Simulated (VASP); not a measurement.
Input:

```yaml
crystal:
  lattice:
    - [-1.45440, 1.45440, 1.45440]
    - [1.45440, -1.45440, 1.45440]
    - [1.45440, 1.45440, -1.45440]
  atoms:
    - { symbol: Cr, position: [0.00000, 0.00000, 0.00000], spin: 3.0 }
```

These are PBE GGA, VASP's PBE PAW potentials (set 64) (plane waves; VASP) values and carry that method's errors. Settings: 300 eV cut-off, 16×16×16 Γ-centred mesh, Gaussian smearing of 0.20 eV, potentials Cr_pv.

At this cut-off the stress carries a Pulay error, which pulls relaxed volumes low. The moments were started parallel, and other spin orders were not tried in this run.

Problem. Give the stress tensor in GPa (positive for a compressed cell).

Solution. 
```
-15.68    0.00    0.00
  0.00  -15.68    0.00
  0.00    0.00  -15.68
```
The pressure is its mean diagonal, -15.68 GPa.

The structure was generated: Cr was put into an ordered model structure, which need not be its known phase. The cell was not relaxed at this level.
